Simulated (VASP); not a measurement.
Output of a VASP run:

**OSZICAR**
```
...
DAV:   2    -0.544491420656E+02   -0.52106E+03   -0.51135E+03  2343   0.446E+02
DAV:   3    -0.843398882428E+02   -0.29891E+02   -0.29809E+02  2210   0.111E+02
DAV:   4    -0.847653965556E+02   -0.42551E+00   -0.42485E+00  2248   0.146E+01
DAV:   5    -0.847736651003E+02   -0.82685E-02   -0.82658E-02  2210   0.190E+00    0.519E+01
DAV:   6    -0.715670593182E+02    0.13207E+02   -0.75231E+01  2283   0.545E+01    0.206E+01
DAV:   7    -0.712341462866E+02    0.33291E+00   -0.43824E+00  2189   0.126E+01    0.118E+01
DAV:   8    -0.711298845602E+02    0.10426E+00   -0.42835E-01  2459   0.525E+00    0.813E-01
DAV:   9    -0.711253398520E+02    0.45447E-02   -0.34915E-02  2329   0.139E+00    0.385E-01
DAV:  10    -0.711254226829E+02   -0.82831E-04   -0.46868E-03  2226   0.485E-01    0.193E-01
DAV:  11    -0.711261923602E+02   -0.76968E-03   -0.15001E-03  2360   0.272E-01    0.460E-02
DAV:  12    -0.711263500809E+02   -0.15772E-03   -0.31216E-04  2349   0.118E-01    0.256E-02
DAV:  13    -0.711263903651E+02   -0.40284E-04   -0.60413E-05  2225   0.466E-02    0.729E-03
DAV:  14    -0.711264061708E+02   -0.15806E-04   -0.24596E-05  2278   0.274E-02    0.619E-03
DAV:  15    -0.711264079681E+02   -0.17973E-05   -0.25061E-06  2063   0.986E-03    0.373E-03
DAV:  16    -0.711264084459E+02   -0.47773E-06   -0.11523E-06  1677   0.596E-03
   1 F= -.71126408E+02 E0= -.71126408E+02  d E =-.711264E+02
       N       E                     dE             d eps       ncg     rms          rms(c)
DAV:   1    -0.711288812815E+02   -0.24733E-02   -0.15800E-01  1867   0.307E+00    0.489E-01
DAV:   2    -0.711269974440E+02    0.18838E-02   -0.89355E-03  2077   0.645E-01    0.245E-01
DAV:   3    -0.711264637304E+02    0.53371E-03   -0.11949E-03  2345   0.279E-01    0.573E-02
DAV:   4    -0.711264211167E+02    0.42614E-04   -0.20303E-04  2483   0.104E-01    0.303E-02
DAV:   5    -0.711264201377E+02    0.97894E-06   -0.18788E-05  2231   0.293E-02    0.203E-02
DAV:   6    -0.711264211320E+02   -0.99431E-06   -0.63449E-06  2196   0.195E-02
   2 F= -.71126421E+02 E0= -.71126421E+02  d E =-.126862E-04
       N       E                     dE             d eps       ncg     rms          rms(c)
DAV:   1    -0.711272199798E+02   -0.79984E-03   -0.37992E-02  1867   0.151E+00    0.240E-01
DAV:   2    -0.711267676374E+02    0.45234E-03   -0.21311E-03  2105   0.316E-01    0.120E-01
DAV:   3    -0.711266380619E+02    0.12958E-03   -0.28543E-04  2366   0.136E-01    0.280E-02
DAV:   4    -0.711266264560E+02    0.11606E-04   -0.48096E-05  2482   0.505E-02    0.147E-02
DAV:   5    -0.711266253513E+02    0.11048E-05   -0.43251E-06  2231   0.142E-02    0.980E-03
DAV:   6    -0.711266244384E+02    0.91287E-06   -0.12791E-06  1403   0.962E-03
   3 F= -.71126624E+02 E0= -.71126624E+02  d E =-.215993E-03
       N       E                     dE             d eps       ncg     rms          rms(c)
DAV:   1    -0.711266167007E+02    0.86506E-05   -0.49389E-02  1860   0.159E+00    0.865E-02
DAV:   2    -0.711267679555E+02   -0.15125E-03   -0.29939E-03  1874   0.375E-01    0.469E-02
DAV:   3    -0.711267311867E+02    0.36769E-04   -0.14958E-04  2353   0.878E-02    0.226E-02
DAV:   4    -0.711267228783E+02    0.83084E-05   -0.24927E-05  2213   0.346E-02    0.105E-02
DAV:   5    -0.711267216661E+02    0.12122E-05   -0.36877E-06  2273   0.148E-02    0.656E-03
DAV:   6    -0.711267217105E+02   -0.44332E-07   -0.19258E-06  1605   0.997E-03
   4 F= -.71126722E+02 E0= -.71126722E+02  d E =-.972721E-04
```

### OUTCAR
```
------------------------ aborting loop because EDIFF is reached ----------------------------------------
  FORCE on cell =-STRESS in cart. coord.  units (eV):
  Direction    XX          YY          ZZ          XY          YZ          ZX
  --------------------------------------------------------------------------------------
  Total        0.0327867     -0.0650526      0.0564734      0.0000000      0.0000000     -0.0018993
  in kB        0.5431811     -1.0777340      0.9356014      0.0000000      0.0000000     -0.0314653
  external PRESSURE =       0.1336828 kB  Pullay stress =       0.0000000 kB
  volume of cell :       96.71
      direct lattice vectors                 reciprocal lattice vectors
     3.845244510  0.000000000 -0.003657611     0.260130925  0.000000000  0.073001136
     0.000000000  3.864262772  0.000000000     0.000000000  0.258781573  0.000000000
    -1.826949022  0.000000000  6.510117042     0.000146151  0.000000000  0.153648084
 POSITION                                       TOTAL-FORCE (eV/Angst)
 -----------------------------------------------------------------------------------
      1.04412      0.00000      5.15578         0.005429     -0.000000      0.010527
      0.97418      0.00000      1.35068        -0.005429     -0.000000     -0.010527
      1.09312      1.93213      5.20110        -0.013228     -0.000000      0.001114
      0.92518      1.93213      1.30536         0.013228     -0.000000     -0.001114
     -0.86317      3.86426      5.66605         0.007021     -0.000000     -0.005571
      2.88147      0.00000      0.84041        -0.007021      0.000000      0.005571
      1.00915      0.00000      3.25323         0.000000     -0.000000      0.000000
 -----------------------------------------------------------------------------------
    total drift:                                0.000000     -0.000000      0.000000
  FREE ENERGIE OF THE ION-ELECTRON SYSTEM (eV)
  ---------------------------------------------------
  free  energy   TOTEN  =       -71.1267217105 eV

  energy  without entropy=      -71.1267217105  energy(sigma->0) =      -71.12672171

 reached required accuracy - stopping structural energy minimisation
```
(Selected blocks of OUTCAR.)

File POSCAR:
```
Ta2O5
1
    3.8502579329     0.0000000000    -0.0020904225
    0.0000000000     3.8640844363     0.0000000000
   -1.8266778407     0.0000000000     6.5088324329
Ta O
2 5
Direct
  0.6476580180   0.0000000000   0.7925109348
  0.3523419820   0.0000000000   0.2074890652
  0.6641501133   0.5000000000   0.7992604503
  0.3358498867   0.5000000000   0.2007395497
  0.1893615430   0.0000000000   0.8707876417
  0.8106384570   0.0000000000   0.1292123583
  0.5000000000   0.0000000000   0.5000000000
```

Question: Write an INCAR and KPOINTS that could have produced this output.

Answer: This is not unique; one that fits is the input of the run itself, PBEsol GGA, plane waves, VASP's PBE PAW potentials (set 64).

**INCAR**
```
! general
SYSTEM   =  Ta2O5
PREC     =  Accurate
ENCUT    =  520
LREAL    =  F
LASPH    =  T

! electronic loop
EDIFF    =  1E-6
NELM     =  100
ALGO     =  Normal   ! blocked Davidson
LMAXMIX  =  6   ! l cut-off of mixed one-centre charges

! smearing
ISMEAR   =  0
SIGMA    =  0.05   ! width (eV)

! functional
GGA      =  PS   ! PBEsol

! ions
IBRION   =  2
NSW      =  60   ! most ionic steps
ISIF     =  3
EDIFFG   =  -0.02   ! ionic stop

! output
LWAVE    =  F
LCHARG   =  F
```

### KPOINTS
```
Automatic mesh
0
Gamma
6 5 3
0 0 0
```

POTCAR, in this order: Ta_pv O (PBE.64 set). Program: vasp_std.

The structure comes from a computed database's Ta2O5 entry (P2/m); how it stands against other phases isn't given here. This run relaxes it. Symmetry was kept, so distortions that lower it aren't found. The start is the result of an earlier pass.
